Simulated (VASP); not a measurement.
Here is the system:

```yaml
crystal:
  lattice:
    - [5.93957, 0.00000, 0.00000]
    - [0.00000, 5.93957, 0.00000]
    - [0.00000, 0.00000, 5.93957]
  atoms:
    - { symbol: Cs, position: [0.00000, 0.00000, 0.00000] }
    - { symbol: Pb, position: [0.50000, 0.50000, 0.50000] }
    - { symbol: Br, position: [0.50000, 0.00000, 0.50000] }
    - { symbol: Br, position: [0.00000, 0.50000, 0.50000] }
    - { symbol: Br, position: [0.50000, 0.50000, 0.00000] }
```

Method: r2SCAN meta-GGA, VASP's PBE PAW potentials (set 64) (plane waves; VASP). Numerical set-up: 400 eV cut-off, 4×4×4 Γ-centred mesh, tetrahedra with Blöchl corrections, potentials Cs_sv Pb_d Br.

Unless said otherwise, spin-orbit coupling is left out, though it shifts the bands of the heavy elements here.

Problem. What does the run give for the energy per atom (σ→0), band gap (over mesh and band path) with the smallest direct gap where there is one?

Solution. 
```json
{
  "band gap (over mesh and band path)": "2.05 eV",
  "smallest direct gap (over mesh and band path)": "2.05 eV",
  "energy per atom (σ→0)": "-25.690 eV/atom"
}
```

Only differences to runs with the same potentials and settings are physical.

The compound is CsPbBr3 in the cubic perovskite structure, the ideal cubic form; the compound distorts at low or room temperature. It was relaxed first.
